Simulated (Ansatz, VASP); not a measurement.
# Ta (Sigma13 (320)[001] symmetric tilt boundary in Ta) in two plane-wave programs

Aim: how closely do two programs agree when they are given the same cell, functional and k mesh? The cell is taken from a series of runs on this material, whose earlier steps may have relaxed, scaled, displaced or heated it; both programs get it as it stands.

Program: Ansatz 0.2.0. Level of theory: plane waves, with VASP 6.6.1 beside it; single point at PBEsol. Results are calculated unless marked as measured.

## Step 1: The starting structure

The cell holds 88 atoms: 88 Ta. Its edges and angles: a = 11.970 Å, b = 6.640 Å, c = 20.978 Å, α = 90.0°, β = 90.0°, γ = 90.0°. It derives from Ta. Two grains of Ta, one the mirror image of the other in the boundary plane, two boundaries a cell; of 6 trial joints (lateral shifts, openings, close atoms taken out) the lowest after a short relaxation with the MACE-MP-0b2 potential was kept (shift [0.5, 0.5] of the surface cell, opening 1.01 A, one of each pair under 2.02 A removed), then its atoms and the cell's length along the normal were relaxed with that potential. Lattice constants are starting values near those of PBE. The structure's axis is c.

## Step 2: VASP: single point, PBEsol

A single point gives forces, pressure and levels at one fixed geometry, so differences don't come from the geometry; what else differs is listed under the comparison.

Lines of VASP's logs that name or quote its potential files are left out, and so is its time.

Contents of INCAR:

```
SYSTEM = Ta
PREC = Accurate
ENCUT = 400
EDIFF = 1E-06
NELM = 120
ISMEAR = -1
SIGMA = 0.1
LREAL = Auto
ALGO = Normal
GGA = PS
NBANDS = 561
LASPH = .TRUE.
LORBIT = 11
LWAVE = .FALSE.
LCHARG = .FALSE.
ISIF = 2
GGA_COMPAT = .FALSE.
```

Contents of POSCAR:

```
Ta
1.0
   11.9704300000      0.0000000000      0.0000000000
    0.0000000000      6.6400000000      0.0000000000
    0.0000000000      0.0000000000     20.9780200000
Ta
88
Direct
    0.3610300000      0.0000000000      0.0094600000
    0.5617400000      0.2500000000      0.0081000000
    0.7601500000      0.0000000000      0.0357700000
    0.9615000000      0.2500000000      0.0607700000
    0.1507300000      0.0000000000      0.0784900000
    0.3437100000      0.2500000000      0.1125800000
    0.5388900000      0.0000000000      0.1221600000
    0.7295800000      0.2500000000      0.1463900000
    0.9232100000      0.0000000000      0.1711500000
    0.1134800000      0.2500000000      0.1932500000
    0.3041300000      0.0000000000      0.2186100000
    0.5035600000      0.2500000000      0.2341900000
    0.6942100000      0.0000000000      0.2595500000
    0.8844800000      0.2500000000      0.2816400000
    0.0781100000      0.0000000000      0.3064100000
    0.2688000000      0.2500000000      0.3306300000
    0.4639800000      0.0000000000      0.3402200000
    0.6569600000      0.2500000000      0.3743100000
    0.8461900000      0.0000000000      0.3920200000
    0.0475400000      0.2500000000      0.4170200000
    0.2459500000      0.0000000000      0.4446900000
    0.4466600000      0.2500000000      0.4433400000
    0.8610300000      0.2500000000      0.9433300000
    0.0617400000      0.5000000000      0.9446900000
    0.2601500000      0.2500000000      0.9170200000
    0.4615000000      0.5000000000      0.8920200000
    0.6507300000      0.2500000000      0.8743100000
    0.8437100000      0.5000000000      0.8402200000
    0.0388900000      0.2500000000      0.8306300000
    0.2295800000      0.5000000000      0.8064100000
    0.4232100000      0.2500000000      0.7816500000
    0.6134800000      0.5000000000      0.7595500000
    0.8041300000      0.2500000000      0.7341900000
    0.0035600000      0.5000000000      0.7186100000
    0.1942100000      0.2500000000      0.6932500000
    0.3844800000      0.5000000000      0.6711500000
    0.5781100000      0.2500000000      0.6463900000
    0.7688000000      0.5000000000      0.6221600000
    0.9639800000      0.2500000000      0.6125800000
    0.1569600000      0.5000000000      0.5784900000
    0.3461900000      0.2500000000      0.5607700000
    0.5475400000      0.5000000000      0.5357700000
    0.7459500000      0.2500000000      0.5081000000
    0.9466600000      0.5000000000      0.5094600000
    0.3610300000      0.5000000000      0.0094600000
    0.5617400000      0.7500000000      0.0081000000
    0.7601500000      0.5000000000      0.0357700000
    0.9615000000      0.7500000000      0.0607700000
    0.1507300000      0.5000000000      0.0784900000
    0.3437100000      0.7500000000      0.1125800000
    0.5388900000      0.5000000000      0.1221600000
    0.7295800000      0.7500000000      0.1463900000
    0.9232100000      0.5000000000      0.1711500000
    0.1134800000      0.7500000000      0.1932500000
    0.3041300000      0.5000000000      0.2186100000
    0.5035600000      0.7500000000      0.2341900000
    0.6942100000      0.5000000000      0.2595500000
    0.8844800000      0.7500000000      0.2816400000
    0.0781100000      0.5000000000      0.3064100000
    0.2688000000      0.7500000000      0.3306300000
    0.4639800000      0.5000000000      0.3402200000
    0.6569600000      0.7500000000      0.3743100000
    0.8461900000      0.5000000000      0.3920200000
    0.0475400000      0.7500000000      0.4170200000
    0.2459500000      0.5000000000      0.4446900000
    0.4466600000      0.7500000000      0.4433400000
    0.8610300000      0.7500000000      0.9433300000
    0.0617400000      0.0000000000      0.9446900000
    0.2601500000      0.7500000000      0.9170200000
    0.4615000000      0.0000000000      0.8920200000
    0.6507300000      0.7500000000      0.8743100000
    0.8437100000      0.0000000000      0.8402200000
    0.0388900000      0.7500000000      0.8306300000
    0.2295800000      0.0000000000      0.8064100000
    0.4232100000      0.7500000000      0.7816500000
    0.6134800000      0.0000000000      0.7595500000
    0.8041300000      0.7500000000      0.7341900000
    0.0035600000      0.0000000000      0.7186100000
    0.1942100000      0.7500000000      0.6932500000
    0.3844800000      0.0000000000      0.6711500000
    0.5781100000      0.7500000000      0.6463900000
    0.7688000000      0.0000000000      0.6221600000
    0.9639800000      0.7500000000      0.6125800000
    0.1569600000      0.0000000000      0.5784900000
    0.3461900000      0.7500000000      0.5607700000
    0.5475400000      0.0000000000      0.5357700000
    0.7459500000      0.7500000000      0.5081000000
    0.9466700000      0.0000000000      0.5094600000
```

Contents of KPOINTS:

```
Automatic mesh
0
Gamma
3 5 2
0 0 0
```

Potentials, in the order of the species: Ta_pv (PBE family, release 64).

The run is started by

```
$ export OMP_NUM_THREADS=3
$ mpirun -np 1 vasp_std
```

Numbers of over 12 decimals in the logs are rounded to 6 here.

Output:

```text
[banner, memory and clock lines left out]
running    1 mpi-ranks, on    1 nodes
[...]
Offloading initialized ...    1 GPUs detected
[...]
|                                                                             |
|               ----> ADVICE to this user running VASP <----                  |
|                                                                             |
|     You enforced a specific xc type in the INCAR file but a different       |
|     [... a line on the potential file left out ...]
|     I HOPE YOU KNOW WHAT YOU ARE DOING!                                     |
|                                                                             |

 LDA part: xc-table for (Slater+PW92), standard interpolation
 POSCAR, INCAR and KPOINTS ok, starting setup
[...]
entering main loop
       N       E                     dE             d eps       ncg     rms          rms(c)
DAV:   1     0.977615946023E+04    0.97762E+04   -0.46237E+05 13560   0.149E+03
DAV:   2    -0.462150838749E+03   -0.10238E+05   -0.99876E+04 13704   0.496E+02
DAV:   3    -0.110055198514E+04   -0.63840E+03   -0.59565E+03 17215   0.101E+02
DAV:   4    -0.113771093826E+04   -0.37159E+02   -0.34540E+02 16168   0.181E+01
[...]
DAV:  24    -0.108895717641E+04    0.28120E-05   -0.90891E-06 13360   0.774E-03    0.678E-03
DAV:  25    -0.108895717505E+04    0.13532E-05   -0.28579E-06 10208   0.396E-03    0.252E-03
DAV:  26    -0.108895717481E+04    0.24660E-06   -0.92014E-07  7608   0.237E-03
   1 F= -.10889572E+04 E0= -.10872372E+04  d E =-.344003E+01
```

Parts of OUTCAR (step 2):

```text
  FREE ENERGIE OF THE ION-ELECTRON SYSTEM (eV)
  ---------------------------------------------------
  free  energy   TOTEN  =     -1088.9571748053 eV

  energy  without entropy=    -1085.5171477516  energy(sigma->0) =    -1087.23716128
```

The run ends at a pressure of -8.81 GPa, with forces up to 0.087 eV/Å.

[end of part 1 of 2]

[Lines on the potential files, build, host, timing and source positions are cut from VASP's logs without a mark.]

[Logs are printed without paths, hosts, clocks, repeated set-up lines and the standing remarks that a program may print on its own settings, such as how far it seeks lower states.]

[Hosts, paths, dates, database ids (printed as entryN), source tags and the programs' standing remarks are cut or masked in the printed files.]
